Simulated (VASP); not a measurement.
Input:

```
CELL_PARAMETERS angstrom
      3.26979     0.00000     0.00000
      0.00000     3.26979     0.00000
      0.00000     0.00000     3.26979
ATOMIC_POSITIONS crystal
  In 0.50000 0.50000 0.50000
  Pd 0.00000 0.00000 0.00000
```

All values below come from PBE GGA with D4 dispersion, VASP's PBE PAW potentials (set 64) (plane waves; VASP). Settings: 520 eV cut-off, Gaussian smearing of 0.050 eV, potentials In_d Pd.

Unless said otherwise, spin-orbit coupling is left out, though it shifts the bands of the heavy elements here.

Task: Predict the band gap (along the path) with the smallest direct gap where there is one.

Result: 
```json
{
  "band gap (along the path)": "none (metal, semimetal or under 0.01 eV)"
}
```

The absolute energy has meaning only against runs of the same code, potentials and settings.

The compound is PdIn in the CsCl type structure. It was relaxed first. The electron count is odd and the run is not spin-polarised, which forces a metal.
